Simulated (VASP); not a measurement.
Method: PBE GGA, VASP's PBE PAW potentials (set 64) (plane waves; VASP).

VASP input:

POSCAR:
```
CuZn
1
    2.9500000000     0.0000000000     0.0000000000
    0.0000000000     2.9500000000     0.0000000000
    0.0000000000     0.0000000000     2.9500000000
Zn Cu
1 1
Direct
  0.4934140000   0.4983210000   0.4852210000
  0.0065860000   0.0016790000   0.0147790000
```

### KPOINTS
```
K-points
0
gamma
 8 8 8
0 0 0
```

**INCAR**
```
! general
SYSTEM =CuZn
PREC   =Accurate
ENCUT  =300
LREAL  =F   ! projection in real space or not
LASPH  =T   ! aspherical one-centre terms

! electronic loop
EDIFF  =1E-6
NELM   =100   ! most electronic steps
ALGO   =Normal
LMAXMIX=4

! smearing
ISMEAR =1
SIGMA  =0.136   ! width (eV)

! functional
GGA    =PE   ! PBE

! ions
IBRION =2   ! conjugate gradients
NSW    =50   ! most ionic steps
ISIF   =3   ! ions, shape and volume
EDIFFG =-0.01   ! ionic stop
PSTRESS=50

! output
LWAVE  =F
LCHARG =F
```

POTCAR, in this order: Zn Cu (PBE.64 set). Program: vasp_std.

Q: What will the output report for the number of irreducible k-points (NKPTS), largest plane-wave count, number of space-group operations, FFT grid (NGX, NGY, NGZ)?

A: 
```
Quantity                                      Result
--------------------------------------  ------------
number of irreducible k-points (NKPTS)           260
largest plane-wave count                         320
number of space-group operations                   1
FFT grid (NGX, NGY, NGZ)                18 × 18 × 18
```

The structure is a typed CuZn crystal. In the starting cell atoms are displaced from their ideal sites. This run relaxes it under an external pressure of 5 GPa. The run is one of a series of settings (EDIFFG = -0.01, IBRION = 2, ISIF = 3, NSW = 50, PSTRESS = 50 against the base run), some of them coarse on purpose. The electron count is odd and the run is not spin-polarised, which forces a metal.
